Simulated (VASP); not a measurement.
Method: r2SCAN meta-GGA, VASP's PBE PAW potentials (set 64) (plane waves; VASP).

The input files of a VASP run:

KPOINTS:
```
Automatic
0
G
10 10 6
0 0 0
```

### POSCAR
```
Dy
1.0
  1.8198851606  -3.1521333543   0.0000000000
  1.8198851606   3.1521333543   0.0000000000
  0.0000000000   0.0000000000   5.5712969554
Dy
2
Cartesian
  1.8198851606   1.0507132195   1.3928242389
  1.8198851606  -1.0507132195   4.1784727165
```

INCAR:
```
ISIF = 2   # forces and stress, cell fixed
EDIFF = 1E-8   # SCF stop (eV)
EDIFFG = -0.001   # ionic stop
SIGMA = 0.1   # width (eV)
IBRION = 1
LCHARG = .False.
LREAL = .False.   # projection in real space or not
ALGO = Normal   # blocked Davidson
ISMEAR = 1
LMIXTAU = .True.
SYSTEM = Dy
LWAVE = .False.
NELM = 100   # most electronic steps
METAGGA = R2SCAN
LASPH = .True.   # aspherical one-centre terms
ENCUT = 400   # plane-wave cut-off (eV)
NSW = 30
PREC = Accurate
LMAXMIX = 6
```

POTCAR, in this order: Dy_3 (PBE.64 set). Program: vasp_std.

Task: What will the output report for the number of irreducible k-points (NKPTS), largest plane-wave count, number of space-group operations, FFT grid (NGX, NGY, NGZ)?

Result: 
- number of irreducible k-points (NKPTS) = 56
- largest plane-wave count = 1178
- number of space-group operations = 24
- FFT grid (NGX, NGY, NGZ) = 24 × 24 × 36

The compound is Dy in the hcp structure. It was relaxed first. The start is the result of an earlier pass. The 4f electrons are frozen in the core of the lanthanide potential, so 4f levels, which can set the real gap, and their magnetism are missing.
